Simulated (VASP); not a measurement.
OSZICAR of a VASP run on Ga$_{31}$P$_{31}$:

**OSZICAR**
```
       N       E                     dE             d eps       ncg     rms          rms(c)
DAV:   1    -0.326647804564E+03   -0.32665E+03   -0.16815E+01   628   0.107E+01    0.104E+01
DAV:   2    -0.326793997929E+03   -0.14619E+00   -0.64428E-01   710   0.133E+00    0.692E+00
DAV:   3    -0.326765330484E+03    0.28667E-01   -0.60346E-02   694   0.433E-01    0.399E+00
DAV:   4    -0.326752546269E+03    0.12784E-01   -0.17585E-02   694   0.232E-01    0.224E+00
DAV:   5    -0.326747785626E+03    0.47606E-02   -0.29488E-03   712   0.966E-02    0.126E+00
DAV:   6    -0.326745961012E+03    0.18246E-02   -0.75636E-04   696   0.533E-02    0.698E-01
DAV:   7    -0.326745331921E+03    0.62909E-03   -0.31477E-04   718   0.346E-02    0.377E-01
DAV:   8    -0.326745125437E+03    0.20648E-03   -0.10059E-04   702   0.204E-02    0.201E-01
DAV:   9    -0.326745059361E+03    0.66076E-04   -0.35248E-05   542   0.128E-02    0.109E-01
DAV:  10    -0.326745040700E+03    0.18661E-04   -0.16707E-05   411   0.878E-03    0.559E-02
DAV:  11    -0.326745036612E+03    0.40877E-05   -0.62766E-06   390   0.512E-03
   1 F= -.32674504E+03 E0= -.32674504E+03  d E =-.167116E-13  mag=     2.0000
```

Problem. Which electronic solver shows in the log?

Solution. It is blocked Davidson (ALGO = Normal, or the opening steps of other solvers). The INCAR had ALGO = Normal.

Problem. How was spin treated?

Solution. Collinear spin (ISPIN = 2): the summary line carries one mag value, 2.00 μB in the cell.

Problem. Can the final energy be trusted as converged?

Solution. The run converged. It stopped with EDIFF = 1E-5, NELM = 50 (HSE06 screened hybrid, plane waves, VASP's PBE PAW potentials (set 64)). The supercell is sampled at Γ alone, which is coarse: total energies, pressure and levels can be off, energies of defects by several tenths of an eV.

The cell is a supercell with a defect, built from GaP (zinc blende): vac_Ga-vac_P. The cell's shape comes from a PBE relaxation. The total moment is imposed (NUPDOWN), so this need not be the lowest spin state.
